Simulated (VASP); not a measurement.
All values below come from optB86b-vdW, VASP's PBE PAW potentials (set 64) (plane waves; VASP).

A VASP calculation is set up with these files.

**POSCAR**
```
C
1
    1.2338712781    -2.1371272458     0.0000000000
    1.2338712781     2.1371272458     0.0000000000
   -0.0000000000    -0.0000000000     6.5154664780
C
4
Direct
  0.0000000000   0.0000000000   0.2500000000
  0.0000000000   0.0000000000   0.7500000000
  0.3333330000   0.6666670000   0.2500000000
  0.6666670000   0.3333330000   0.7500000000
```

INCAR:
```
SYSTEM = C
PREC = Accurate
ENCUT = 520
EDIFF = 1E-6
NELM = 100
ALGO = Normal
LREAL = .FALSE.
LASPH = .TRUE.
ISMEAR = 1
SIGMA = 0.1
GGA = MK
PARAM1 = 0.1234
PARAM2 = 1.0
LUSE_VDW = .TRUE.
AGGAC = 0.0
LWAVE = .FALSE.
LCHARG = .FALSE.
IBRION = 2
ISIF = 3
NSW = 60
EDIFFG = -0.02
```

### KPOINTS
```
Automatic mesh
0
Gamma
13 13 5
0 0 0
```

POTCAR, in this order: C (PBE.64 set). Program: vasp_std.

Output of the run:

### OSZICAR
```
       N       E                     dE             d eps       ncg     rms          rms(c)
DAV:   1     0.518281400185E+02    0.51828E+02   -0.83747E+03  1512   0.123E+03
DAV:   2    -0.311319974481E+02   -0.82960E+02   -0.75988E+02  2036   0.232E+02
DAV:   3    -0.347631498511E+02   -0.36312E+01   -0.36022E+01  1904   0.492E+01
DAV:   4    -0.348072891402E+02   -0.44139E-01   -0.44059E-01  1896   0.625E+00
DAV:   5    -0.348082173074E+02   -0.92817E-03   -0.92743E-03  1888   0.883E-01    0.896E+00
DAV:   6    -0.330815038081E+02    0.17267E+01   -0.17747E+00  1760   0.913E+00    0.522E+00
DAV:   7    -0.325418550641E+02    0.53965E+00   -0.19813E+00  1772   0.978E+00    0.133E+00
DAV:   8    -0.325469759325E+02   -0.51209E-02   -0.60269E-02  1748   0.170E+00    0.125E-01
DAV:   9    -0.325466594634E+02    0.31647E-03   -0.15549E-03  1916   0.318E-01    0.619E-02
DAV:  10    -0.325467615094E+02   -0.10205E-03   -0.14775E-04  1896   0.111E-01    0.315E-02
DAV:  11    -0.325467619160E+02   -0.40656E-06   -0.32581E-06  1832   0.173E-02
   1 F= -.32546762E+02 E0= -.32546806E+02  d E =-.325468E+02
       N       E                     dE             d eps       ncg     rms          rms(c)
DAV:   1    -0.325478616716E+02   -0.11002E-02   -0.31574E-02  1588   0.149E+00    0.110E-01
DAV:   2    -0.325473068280E+02    0.55484E-03   -0.75081E-04  1860   0.210E-01    0.617E-02
DAV:   3    -0.325470685810E+02    0.23825E-03   -0.77719E-04  1876   0.190E-01    0.165E-02
DAV:   4    -0.325470669967E+02    0.15843E-05   -0.23625E-05  1796   0.366E-02    0.698E-03
DAV:   5    -0.325470666159E+02    0.38076E-06   -0.17358E-06  1376   0.116E-02
   2 F= -.32547067E+02 E0= -.32547111E+02  d E =-.304700E-03
       N       E                     dE             d eps       ncg     rms          rms(c)
DAV:   1    -0.325473096490E+02   -0.24265E-03   -0.80122E-03  1568   0.750E-01    0.549E-02
DAV:   2    -0.325471708838E+02    0.13877E-03   -0.18921E-04  1828   0.105E-01    0.308E-02
DAV:   3    -0.325471114719E+02    0.59412E-04   -0.19504E-04  1868   0.949E-02    0.823E-03
DAV:   4    -0.325471110242E+02    0.44774E-06   -0.57669E-06  1800   0.182E-02
   3 F= -.32547111E+02 E0= -.32547155E+02  d E =-.349108E-03
       N       E                     dE             d eps       ncg     rms          rms(c)
DAV:   1    -0.325473176377E+02   -0.20617E-03   -0.27575E-03  1584   0.433E-01    0.359E-02
DAV:   2    -0.325472609364E+02    0.56701E-04   -0.76335E-05  1652   0.672E-02    0.189E-02
DAV:   3    -0.325472387348E+02    0.22202E-04   -0.71423E-05  1820   0.574E-02    0.447E-03
DAV:   4    -0.325472387129E+02    0.21868E-07   -0.12719E-06  1532   0.902E-03
   4 F= -.32547239E+02 E0= -.32547283E+02  d E =-.127689E-03
       N       E                     dE             d eps       ncg     rms          rms(c)
DAV:   1    -0.325482969859E+02   -0.10583E-02   -0.25196E-02  1528   0.130E+00    0.109E-01
DAV:   2    -0.325477771072E+02    0.51988E-03   -0.69928E-04  1604   0.203E-01    0.574E-02
DAV:   3    -0.325475758562E+02    0.20125E-03   -0.65632E-04  1736   0.174E-01    0.136E-02
DAV:   4    -0.325475758986E+02   -0.42411E-07   -0.11996E-05  1828   0.274E-02    0.103E-02
DAV:   5    -0.325475752058E+02    0.69282E-06   -0.17435E-06  1208   0.130E-02
   5 F= -.32547575E+02 E0= -.32547620E+02  d E =-.464182E-03
       N       E                     dE             d eps       ncg     rms          rms(c)
DAV:   1    -0.325509231936E+02   -0.33473E-02   -0.10012E-01  1528   0.260E+00    0.217E-01
DAV:   2    -0.325488483112E+02    0.20749E-02   -0.27834E-03  1588   0.405E-01    0.115E-01
DAV:   3    -0.325480461883E+02    0.80212E-03   -0.26327E-03  1744   0.348E-01    0.272E-02
DAV:   4    -0.325480466040E+02   -0.41568E-06   -0.48214E-05  1820   0.549E-02    0.207E-02
DAV:   5    -0.325480436307E+02    0.29733E-05   -0.76576E-06  1764   0.260E-02    0.187E-03
DAV:   6    -0.325480436348E+02   -0.40855E-08   -0.19453E-07  1096   0.447E-03
   6 F= -.32548044E+02 E0= -.32548089E+02  d E =-.932611E-03
```

**OUTCAR**
```
------------------------ aborting loop because EDIFF is reached ----------------------------------------
  FORCE on cell =-STRESS in cart. coord.  units (eV):
  Direction    XX          YY          ZZ          XY          YZ          ZX
  --------------------------------------------------------------------------------------
  Total        0.0509069      0.0509068      0.0695789      0.0000000     -0.0000000      0.0000000
  in kB        2.3499825      2.3499814      3.2119280      0.0000000     -0.0000000      0.0000000
  external PRESSURE =       2.6372973 kB  Pullay stress =       0.0000000 kB
  volume of cell :       34.71
      direct lattice vectors                 reciprocal lattice vectors
     1.233440411 -2.136380962 -0.000000000     0.405370211 -0.234040655 -0.000000000
     1.233440411  2.136380962  0.000000000     0.405370211  0.234040655  0.000000000
     0.000000000 -0.000000000  6.585600882    -0.000000000 -0.000000000  0.151846433
 POSITION                                       TOTAL-FORCE (eV/Angst)
 -----------------------------------------------------------------------------------
      1.23344      2.13638      1.64640        -0.000000      0.000000     -0.000000
      0.00000     -0.00000      4.93920         0.000000     -0.000000      0.000000
      1.23344      0.71213      1.64640         0.000000     -0.000000      0.000000
      1.23344     -0.71213      4.93920        -0.000000      0.000000     -0.000000
 -----------------------------------------------------------------------------------
    total drift:                               -0.000000     -0.000000      0.000000
  FREE ENERGIE OF THE ION-ELECTRON SYSTEM (eV)
  ---------------------------------------------------
  free  energy   TOTEN  =       -32.5480436348 eV

  energy  without entropy=      -32.5481783510  energy(sigma->0) =      -32.54808854

 reached required accuracy - stopping structural energy minimisation
```
(Selected blocks of OUTCAR.)

CONTCAR:
```
C
   1.00000000000000
     1.2334404108186066   -2.1363809623042611   -0.0000000000000000
     1.2334404108186066    2.1363809623042611    0.0000000000000000
     0.0000000000000000   -0.0000000000000000    6.5856008820706675
  C
     4
Direct
     0.0000000000000000    1.0000000000000000    0.2500000000000000
     0.0000000000000000    0.0000000000000000    0.7500000000000000
     0.3333330000000032    0.6666669999999968    0.2500000000000000
     0.6666669999999968    0.3333330000000032    0.7500000000000000
```

The compound is C in the graphite structure. This run relaxes it. Symmetry was kept, so distortions that lower it aren't found. The start is the result of an earlier pass.
